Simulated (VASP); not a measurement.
An input for Quantum ESPRESSO's pw.x (written as the equivalent of a VASP run, and not itself run):

```
&CONTROL
  calculation = 'vc-relax'
  pseudo_dir = './pseudo'
  outdir = './out'
  tprnfor = .true.
  tstress = .true.
  nstep = 60
  forc_conv_thr = 0.00039
/
&SYSTEM
  ibrav = 0
  nat = 1
  ntyp = 1
  ecutwfc = 98
  occupations = 'smearing'
  smearing = 'methfessel-paxton'
  degauss = 0.00735
  input_dft = 'pbe'
  nspin = 2
  starting_magnetization(1) = 0.08
/
&ELECTRONS
  conv_thr = 7.3e-08
  electron_maxstep = 100
/
&IONS
/
&CELL
/
ATOMIC_SPECIES
  Ni 58.693 Ni.upf
CELL_PARAMETERS angstrom
     0.0000000    1.7600000    1.7600000
     1.7600000    0.0000000    1.7600000
     1.7600000    1.7600000    0.0000000
ATOMIC_POSITIONS crystal
  Ni   0.0000000  0.0000000  0.0000000
K_POINTS automatic
  16 16 16 0 0 0
```

**Question.** Translate this input to VASP (INCAR, KPOINTS, POSCAR, choice of POTCAR).

**Answer.** This is not unique; one that fits is 
### INCAR
```
# general
SYSTEM =Ni
PREC   =Accurate
ENCUT  =480
LREAL  =.False.
LASPH  =.True.

# electronic loop
EDIFF  =1E-6
NELM   =100
ALGO   =Normal
LMAXMIX=4

# smearing
ISMEAR =1
SIGMA  =0.1

# functional
GGA    =PE

# spin
ISPIN  =2
MAGMOM =0.8

# ions
IBRION =2
NSW    =60
ISIF   =3
EDIFFG =-0.01

# output
LWAVE  =.False.
LCHARG =.False.
LORBIT =10
```

**KPOINTS**
```
kpoints
0
Gamma
16 16 16
0 0 0
```

File POSCAR:
```
Ni
1
    0.0000000000     1.7600000000     1.7600000000
    1.7600000000     0.0000000000     1.7600000000
    1.7600000000     1.7600000000     0.0000000000
Ni
1
Direct
  0.0000000000   0.0000000000   0.0000000000
```

POTCAR, in this order: Ni (PBE.64 set). Program: vasp_std.

The two are equivalent in intent, not identical: the potentials are each code's own (VASP's PAW set, PseudoDojo norm-conserving files in pw.x), so ENCUT and ecutwfc are chosen apart and not converted; conv_thr bounds pw.x's estimated SCF error, while EDIFF bounds the energy change between steps; starting_magnetization is a fraction of the valence charge and MAGMOM a moment in μB, so they match only roughly; forc_conv_thr acts on force components and is met together with etot_conv_thr.

The compound is Ni in the fcc structure. This run relaxes it. Symmetry was kept, so distortions that lower it aren't found.
